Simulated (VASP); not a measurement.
OSZICAR of a VASP run on ZnS (wurtzite):

File OSZICAR:
```
       N       E                     dE             d eps       ncg     rms          rms(c)
DAV:   1     0.265412579136E+03    0.26541E+03   -0.14393E+04  2464   0.169E+03
DAV:   2     0.172019333295E+02   -0.24821E+03   -0.24060E+03  2520   0.399E+02
DAV:   3    -0.158861496016E+02   -0.33088E+02   -0.32761E+02  2764   0.145E+02
DAV:   4    -0.172618830328E+02   -0.13757E+01   -0.13710E+01  2980   0.297E+01
DAV:   5    -0.172856203949E+02   -0.23737E-01   -0.23718E-01  2844   0.402E+00    0.112E+01
DAV:   6    -0.164065903669E+02    0.87903E+00   -0.19128E+00  3424   0.463E+01    0.838E+00
DAV:   7    -0.164513146655E+02   -0.44724E-01   -0.25427E+00  2664   0.906E+00    0.326E+00
DAV:   8    -0.164088299954E+02    0.42485E-01   -0.17489E-01  3108   0.593E+00    0.122E+00
DAV:   9    -0.164074350894E+02    0.13949E-02   -0.44444E-02  3148   0.313E+00    0.441E-01
DAV:  10    -0.164075458693E+02   -0.11078E-03   -0.15249E-03  2836   0.477E-01    0.204E-01
DAV:  11    -0.164075556552E+02   -0.97859E-05   -0.10260E-04  3728   0.123E-01    0.152E-01
DAV:  12    -0.164075803191E+02   -0.24664E-04   -0.91493E-05  3284   0.156E-01    0.510E-02
DAV:  13    -0.164075655445E+02    0.14775E-04   -0.41111E-05  3288   0.138E-01    0.104E-02
DAV:  14    -0.164075656961E+02   -0.15161E-06   -0.89633E-06  3080   0.294E-02
   1 F= -.16407566E+02 E0= -.16407566E+02  d E =-.202851E-15  mag=    -0.0000    -0.0000     0.0000
       N       E                     dE             ncg
       N       E                     dE             ncg
```

Which electronic solver shows in the log?

It is blocked Davidson (ALGO = Normal, or the opening steps of other solvers). The INCAR had ALGO = Normal.

How was spin treated?

With non-collinear spinors: mag has three components.

Can the final energy be trusted as converged?

Self-consistency was reached. It stopped with EDIFF = 1E-6, NELM = 100 (LDA (Ceperley-Alder, Perdew-Zunger) with spin-orbit coupling, plane waves, VASP's LDA PAW potentials (set 64)).

The compound is ZnS in the wurtzite structure, the high-temperature form. It was relaxed first, which changed the volume by -6 %.
